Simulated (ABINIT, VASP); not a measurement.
Given: the input of a run of ABINIT 10.8.3 (patched build) on Nb2B. The cell comes from a database or a generator and needn't be the stable form of this composition.

File run.abi:

```
# Pseudopotentials
pp_dirpath "./"
pseudos "Nb.GGA_PBE-JTH.xml, B.GGA_PBE-JTH.xml"

# Structure
acell 3*1.0
rprim
     8.3291568669     0.0000000000     0.0000000000
    -4.1645784335     7.2132735903     0.0000000000
     0.0000000000     0.0000000000     5.0428286499
ntypat 2
znucl 41 5
natom 3
typat 1 1 2
xred
     0.3333300000     0.6666700000     0.5000000000
     0.6666700000     0.3333300000     0.5000000000
     0.0000000000     0.0000000000     0.0000000000

# Plane-wave basis
ecut 16.0
pawecutdg 32.0
pawxcdev 0

# k points
kptopt 1
ngkpt 7 7 10
nshiftk 1
shiftk 0.0 0.0 0.0

# Exchange and correlation
ixc 11

# Bands and occupations
nband 19
occopt 3
tsmear 0.05 eV

# SCF cycle
nstep 100
tolvrs 1.0e-9

# Output
iomode 3
prtwf 0
prtden 0
prteig 0
prtebands 0
enunit 2
```

Potentials or basis: JTH PAW PBE v2.0.

Run with:

```console
$ abinit run.abi > log 2>&1
```

Question: Translate it to VASP 6.6.1. Potentials or basis there: PBE PAW files B, Nb_sv, 520 eV.

Answer: As run (cutoffs and basis follow the program's own potentials, and thresholds, step limits or extra output files can differ):

The input INCAR:

```
  PREC = Accurate
  ENCUT = 520
  EDIFF = 1E-7
  ISMEAR = -1
  SIGMA = 0.05
  LREAL = F
  LASPH = T
  NELM = 60
  ALGO = Normal
  ISIF = 2
  LWAVE = F
  LCHARG = F
  GGA = PE
  NBANDS = 22
```

Contents of KPOINTS:

```
Automatic mesh
0
Gamma
  7 7 10
```

POSCAR

```
Nb2B
1.0
    4.4076000000      0.0000000000      0.0000000000
   -2.2038000000      3.8171000000      0.0000000000
    0.0000000000      0.0000000000      2.6685500000
Nb B
2 1
Direct
    0.3333300000      0.6666700000      0.5000000000
    0.6666700000      0.3333300000      0.5000000000
    0.0000000000      0.0000000000      0.0000000000
```

Potentials or basis: VASP PAW PBE potentials, release 64 (Nb_sv, B).

Run with:

```sh
$ cat potpaw_PBE.64/Nb_sv/POTCAR potpaw_PBE.64/B/POTCAR > POTCAR
$ mpirun -np 1 vasp_std > vasp.out
```

Both were run:

|  | ABINIT | VASP |
| --- | --- | --- |
| Pressure | -0.4 GPa | -0.1 GPa |

Pressure is positive in compression.
